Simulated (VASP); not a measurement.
A convergence study with VASP on ZrO$_{2}$ (fluorite): one setting is varied, all else stays as given below, so the limit is that of these other settings.

```xyz
3
Lattice="0.0000 2.5450 2.5450 2.5450 0.0000 2.5450 2.5450 2.5450 0.0000" Properties=species:S:1:pos:R:3 pbc="T T T"
Zr     0.0000     0.0000     0.0000
O      1.2725     1.2725     1.2725
O      3.8175     3.8175     3.8175
```

These are PBE GGA, VASP's PBE PAW potentials (set 64) (plane waves; VASP) values and carry that method's errors. The tightest run used: 700 eV cut-off, 16×16×16 Γ-centred mesh, Gaussian smearing of 0.050 eV, potentials Zr_sv O.

The reference is 16×16×16 mesh, which took about 70 core-seconds. Times come from single runs on busy shared machines, so they are rough: good to a factor of about 2.

Of the settings 1×1×1 mesh; 2×2×2 mesh; 3×3×3 mesh; 4×4×4 mesh; 5×5×5 mesh; 6×6×6 mesh; 7×7×7 mesh; 8×8×8 mesh; 9×9×9 mesh; 10×10×10 mesh; 11×11×11 mesh; 12×12×12 mesh; 13×13×13 mesh; 14×14×14 mesh; 15×15×15 mesh; 16×16×16 mesh, which is the lowest that keeps the difference from the reference in E (eV/atom) within 0.005 from there on, and what does it cost?

3×3×3 mesh; its cost over the reference is about 1/6.
```json
[
 {"setting": "1×1×1 mesh", "difference in E (eV/atom)": "0.4314", "cost over the reference": "about 1/7"},
 {"setting": "2×2×2 mesh", "difference in E (eV/atom)": "0.1853", "cost over the reference": "about 1/6"},
 {"setting": "3×3×3 mesh", "difference in E (eV/atom)": "0.0014", "cost over the reference": "about 1/6"},
 {"setting": "4×4×4 mesh", "difference in E (eV/atom)": "0.0002", "cost over the reference": "about 1/5"},
 {"setting": "5×5×5 mesh", "difference in E (eV/atom)": "0.0000", "cost over the reference": "about 1/4"},
 {"setting": "6×6×6 mesh", "difference in E (eV/atom)": "0.0000", "cost over the reference": "about 1/4"},
 {"setting": "7×7×7 mesh", "difference in E (eV/atom)": "0.0000", "cost over the reference": "about 1/3"},
 {"setting": "8×8×8 mesh", "difference in E (eV/atom)": "0.0000", "cost over the reference": "about 1/3"},
 {"setting": "9×9×9 mesh", "difference in E (eV/atom)": "0.0000", "cost over the reference": "about 1/2"},
 {"setting": "10×10×10 mesh", "difference in E (eV/atom)": "0.0000", "cost over the reference": "within a factor of 2"},
 {"setting": "11×11×11 mesh", "difference in E (eV/atom)": "0.0000", "cost over the reference": "within a factor of 2"},
 {"setting": "12×12×12 mesh", "difference in E (eV/atom)": "0.0000", "cost over the reference": "within a factor of 2"},
 {"setting": "13×13×13 mesh", "difference in E (eV/atom)": "0.0000", "cost over the reference": "within a factor of 2"},
 {"setting": "14×14×14 mesh", "difference in E (eV/atom)": "0.0000", "cost over the reference": "within a factor of 2"},
 {"setting": "15×15×15 mesh", "difference in E (eV/atom)": "0.0000", "cost over the reference": "within a factor of 2"},
 {"setting": "16×16×16 mesh", "difference in E (eV/atom)": "0.0000", "cost over the reference": "reference"}
]
```

Left out are rungs that failed or repeat a setting and relaxations that didn't move; long series are thinned to 24 rows.

The compound is ZrO2 in the fluorite structure, the high-temperature cubic form, which is unstable at 0 K; the monoclinic form is the stable one. The cell was not relaxed at this level.
